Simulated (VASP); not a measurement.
Output of a VASP run:

**OUTCAR**
```
 ion  position               nearest neighbor table
   1  0.000  0.000  0.000-   2 2.36   2 2.36   2 2.36   2 2.36
   2  0.250  0.250  0.250-   1 2.36   1 2.36   1 2.36   1 2.36
  LATTYP: Found a face centered cubic cell.
 ALAT       =     5.4500000000
 Subroutine PRICEL returns:
 Original cell was already a primitive cell.
 Subroutine GETGRP returns: Found 24 space group operations
The static configuration has the point symmetry T_d .
The dynamic configuration has the point symmetry T_d .
 Subroutine INISYM returns: Found 24 space group operations
 Subroutine IBZKPT returns following result:
 Found     29 irreducible k-points:

 Following reciprocal coordinates:
            Coordinates               Weight
  0.000000  0.000000  0.000000      1.000000
  0.125000  0.000000  0.000000      8.000000
  0.250000  0.000000  0.000000      8.000000
  0.375000  0.000000  0.000000      8.000000
  0.500000  0.000000  0.000000      4.000000
  0.125000  0.125000  0.000000      6.000000
  0.250000  0.125000  0.000000     24.000000
  0.375000  0.125000  0.000000     24.000000
  0.500000  0.125000  0.000000     24.000000
 -0.375000  0.125000  0.000000     24.000000
 -0.250000  0.125000  0.000000     24.000000
 -0.125000  0.125000  0.000000     12.000000
  0.250000  0.250000  0.000000      6.000000
  0.375000  0.250000  0.000000     24.000000
  0.500000  0.250000  0.000000     24.000000
 -0.375000  0.250000  0.000000     24.000000
 -0.250000  0.250000  0.000000     12.000000
  0.375000  0.375000  0.000000      6.000000
  0.500000  0.375000  0.000000     24.000000
 -0.375000  0.375000  0.000000     12.000000
  0.500000  0.500000  0.000000      3.000000
  0.375000  0.250000  0.125000     24.000000
  0.500000  0.250000  0.125000     48.000000
 -0.375000  0.250000  0.125000     24.000000
  0.500000  0.375000  0.125000     24.000000
 -0.375000  0.375000  0.125000     48.000000
 -0.250000  0.375000  0.125000     24.000000
 -0.375000  0.500000  0.125000     12.000000
 -0.250000  0.500000  0.250000      6.000000
   k-points           NKPTS =     29   k-points in BZ     NKDIM =     29   number of bands    NBANDS=     13
   number of dos      NEDOS =    301   number of ions     NIONS =      2
   total plane-waves  NPLWV =  27000
   dimension x,y,z NGX =    30 NGY =   30 NGZ =   30
   dimension x,y,z NGXF=    60 NGYF=   60 NGZF=   60
   ions per type =               1   1
   PREC   = accura    normal or accurate (medium, high low for compatibility)
   ISTART =      0    job   : 0-new  1-cont  2-samecut
   ICHARG =      2    charge: 1-file 2-atom 10-const
   ISPIN  =      1    spin polarized calculation?
   LNONCOLLINEAR =      F non collinear calculations
   LSORBIT =      F    spin-orbit coupling
   INIWAV =      1    electr: 0-lowe 1-rand  2-diag
   ENCUT  =  520.0 eV  38.22 Ry    6.18 a.u.   7.17  7.17  7.17*2*pi/ulx,y,z
   NELM   =    100;   NELMIN=  2; NELMDL= -5     # of ELM steps
   EDIFF  = 0.1E-05   stopping-criterion for ELM
   LREAL  =      F    real-space projection
   NLSPLINE    = F    spline interpolate recip. space projectors
   LMAXMIX     =    4 max onsite mixed and CHGCAR
   VOSKOWN=      0    Vosko Wilk Nusair interpolation
   EDIFFG = -.1E-01   stopping-criterion for IOM
   NSW    =     60    number of steps for IOM
   NBLOCK =      1;   KBLOCK =     60    inner block; outer block
   IBRION =      2    ionic relax: 0-MD 1-quasi-New 2-CG
   NFREE  =      1    steps in history (QN), initial steepest desc. (CG)
   ISIF   =      3    stress and relaxation
   ISYM   =      2    0-nonsym 1-usesym 2-fastsym
   TEIN   =    0.0    initial temperature
   TEBEG  =    0.0;   TEEND  =   0.0 temperature during run
   SMASS  =  -3.00    Nose mass-parameter (am)
   PSTRESS=    0.0 pullay stress
   NELECT =      18.0000    total number of electrons
   EFERMI =   0.00;   METHOD = LEGACY
   ISMEAR =     0;   SIGMA  =   0.05  broadening in eV -4-tet -1-fermi 0-gaus
   IALGO  =     38    algorithm
...
```

### OSZICAR
```
       N       E                     dE             d eps       ncg     rms          rms(c)
DAV:   1     0.805791758415E+02    0.80579E+02   -0.93629E+03   762   0.197E+03
DAV:   2    -0.288286781374E+01   -0.83462E+02   -0.80425E+02   819   0.342E+02
DAV:   3    -0.931305177568E+01   -0.64302E+01   -0.63993E+01   914   0.770E+01
DAV:   4    -0.944526918928E+01   -0.13222E+00   -0.13212E+00   934   0.118E+01
DAV:   5    -0.944853439122E+01   -0.32652E-02   -0.32651E-02   947   0.152E+00    0.405E+00
DAV:   6    -0.919113050990E+01    0.25740E+00   -0.49351E-01  1146   0.133E+01    0.265E+00
DAV:   7    -0.916097525160E+01    0.30155E-01   -0.11562E-01   955   0.254E+00    0.110E+00
DAV:   8    -0.916008802361E+01    0.88723E-03   -0.14037E-02   909   0.178E+00    0.160E-01
DAV:   9    -0.916034307356E+01   -0.25505E-03   -0.14445E-03  1009   0.688E-01    0.742E-02
DAV:  10    -0.916038870014E+01   -0.45627E-04   -0.10653E-04  1012   0.107E-01    0.333E-02
DAV:  11    -0.916044065377E+01   -0.51954E-04   -0.66240E-05   804   0.822E-02    0.454E-03
DAV:  12    -0.916044032547E+01    0.32830E-06   -0.28352E-06   931   0.260E-02
   1 F= -.91604403E+01 E0= -.91604403E+01  d E =-.916044E+01
       N       E                     dE             d eps       ncg     rms          rms(c)
DAV:   1    -0.945553314200E+01   -0.29509E+00   -0.40545E+00   994   0.445E+01    0.312E+00
DAV:   2    -0.923314191059E+01    0.22239E+00   -0.37119E-01   964   0.135E+01    0.147E+00
DAV:   3    -0.917313399704E+01    0.60008E-01   -0.89134E-02  1004   0.633E+00    0.290E-01
DAV:   4    -0.916847450067E+01    0.46595E-02   -0.74078E-03   884   0.151E+00    0.133E-01
DAV:   5    -0.916755148039E+01    0.92302E-03   -0.56049E-04   984   0.349E-01    0.466E-02
DAV:   6    -0.916751753647E+01    0.33944E-04   -0.77467E-05   949   0.169E-01    0.226E-02
DAV:   7    -0.916751671179E+01    0.82469E-06   -0.10594E-05   934   0.687E-02    0.101E-02
DAV:   8    -0.916751696256E+01   -0.25077E-06   -0.18546E-06   638   0.153E-02
   2 F= -.91675170E+01 E0= -.91675170E+01  d E =-.707664E-02
       N       E                     dE             d eps       ncg     rms          rms(c)
DAV:   1    -0.919991538333E+01   -0.32399E-01   -0.40364E-01   989   0.130E+01    0.103E+00
DAV:   2    -0.917605510241E+01    0.23860E-01   -0.44710E-02   959   0.540E+00    0.466E-01
DAV:   3    -0.917013564286E+01    0.59195E-02   -0.71354E-03   999   0.178E+00    0.110E-01
DAV:   4    -0.916961198647E+01    0.52366E-03   -0.66838E-04   839   0.380E-01    0.450E-02
DAV:   5    -0.916951691331E+01    0.95073E-04   -0.60205E-05  1017   0.117E-01    0.116E-02
DAV:   6    -0.916951625164E+01    0.66167E-06   -0.28945E-06   740   0.231E-02
   3 F= -.91695163E+01 E0= -.91695163E+01  d E =-.907593E-02
```

OUTCAR:
```
------------------------ aborting loop because EDIFF is reached ----------------------------------------
  FORCE on cell =-STRESS in cart. coord.  units (eV):
  Direction    XX          YY          ZZ          XY          YZ          ZX
  --------------------------------------------------------------------------------------
  Total        0.0149346      0.0149346      0.0149346     -0.0000000     -0.0000000      0.0000000
  in kB        0.5738854      0.5738854      0.5738854     -0.0000000     -0.0000000      0.0000000
  external PRESSURE =       0.5738854 kB  Pullay stress =       0.0000000 kB
  volume of cell :       41.69
      direct lattice vectors                 reciprocal lattice vectors
     0.000000000  2.752217576  2.752217576    -0.181671683  0.181671683  0.181671683
     2.752217576  0.000000000  2.752217576     0.181671683 -0.181671683  0.181671683
     2.752217576  2.752217576  0.000000000     0.181671683  0.181671683 -0.181671683
  FREE ENERGIE OF THE ION-ELECTRON SYSTEM (eV)
  ---------------------------------------------------
  free  energy   TOTEN  =        -9.1695162516 eV

  energy  without entropy=       -9.1695162516  energy(sigma->0) =       -9.16951625

 reached required accuracy - stopping structural energy minimisation
```
(Selected blocks of OUTCAR.)

File POSCAR:
```
GaP
1
    0.0000000000     2.7250000000     2.7250000000
    2.7250000000     0.0000000000     2.7250000000
    2.7250000000     2.7250000000     0.0000000000
Ga P
1 1
Direct
  0.0000000000   0.0000000000   0.0000000000
  0.2500000000   0.2500000000   0.2500000000
```

### Question
Write an INCAR and KPOINTS that could have produced this output.

### Answer
This is not unique; one that fits is the input of the run itself, PW91 GGA, plane waves, VASP's PBE PAW potentials (set 64).

INCAR:
```
ALGO  =  Normal
EDIFF  =  1E-6
EDIFFG  =  -0.01
ENCUT  =  520
GGA  =  91
IBRION  =  2
ISIF  =  3
ISMEAR  =  0
LASPH  =  T
LCHARG  =  F
LMAXMIX  =  4
LREAL  =  F
LWAVE  =  F
NELM  =  100
NSW  =  60
PREC  =  Accurate
SIGMA  =  0.05
SYSTEM  =  GaP
```

### KPOINTS
```
Automatic mesh
0
Gamma
8 8 8
0 0 0
```

POTCAR, in this order: Ga_d P (PBE.64 set). Program: vasp_std.

Energy and stress use the plane-wave basis of the starting cell.

The compound is GaP in the zinc blende structure. This run relaxes it. Symmetry was kept, so distortions that lower it aren't found.
